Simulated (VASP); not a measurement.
The input files of a VASP run:

INCAR:
```
SYSTEM = BeTe
PREC = Accurate
ENCUT = 500
EDIFF = 1E-6
NELM = 100
ALGO = Normal
LREAL = .FALSE.
LASPH = .TRUE.
ISMEAR = 1
SIGMA = 0.1
GGA = PS
LMAXMIX = 4
LWAVE = .FALSE.
LCHARG = .FALSE.
IBRION = 2
ISIF = 3
NSW = 40
EDIFFG = -0.02
PSTRESS = 100
```

File POSCAR:
```
BeTe
1
    3.2532191965     0.0000000000     0.0000000000
    0.0000000000     3.2532191965     0.0000000000
    0.0000000000     0.0000000000     3.2532191965
Be Te
1 1
Direct
  0.0000000000   0.0000000000   0.0000000000
  0.5000000000   0.5000000000   0.5000000000
```

**KPOINTS**
```
Automatic mesh
0
Gamma
11 11 11
0 0 0
```

POTCAR, in this order: Be Te (PBE.64 set). Program: vasp_std.

**Question.** Write an equivalent input for Ansatz.

**Answer.** One equivalent input (not run):
Ansatz 0.2 input:
```yaml
crystal:
  lattice:
    - [3.2532192, 0.0000000, 0.0000000]
    - [0.0000000, 3.2532192, 0.0000000]
    - [0.0000000, 0.0000000, 3.2532192]
  atoms:
    - { symbol: Be, position: [0.0000000, 0.0000000, 0.0000000] }
    - { symbol: Te, position: [0.5000000, 0.5000000, 0.5000000] }
kpoints:
  mp_grid: { grid: [11, 11, 11] }
hamiltonian:
  xc: pbesol
  pseudopotentials: { kind: paw }
scf:
  occupations: { method: methfessel_paxton, width: 0.1 }
  max_iter: 100
relax:
  max_steps: 40
  f_tol: 0.02
  cell: { p_target: 10 }
output: { forces: true, stress: true, eigenvalues: true }
```
What does not carry over: each code has its own PAW files, so the cut-off isn't converted (ENCUT is set for VASP's; basis.ecutwfc is left out, and Ansatz then takes the one that its files recommend); Ansatz stops its SCF on the density residual and VASP on the energy change (EDIFF).

The structure was generated: BeTe was put into the CsCl type type (Pm-3m), which need not be its known phase. This run relaxes it under an external pressure of 10 GPa. Symmetry was kept, so distortions that lower it aren't found.
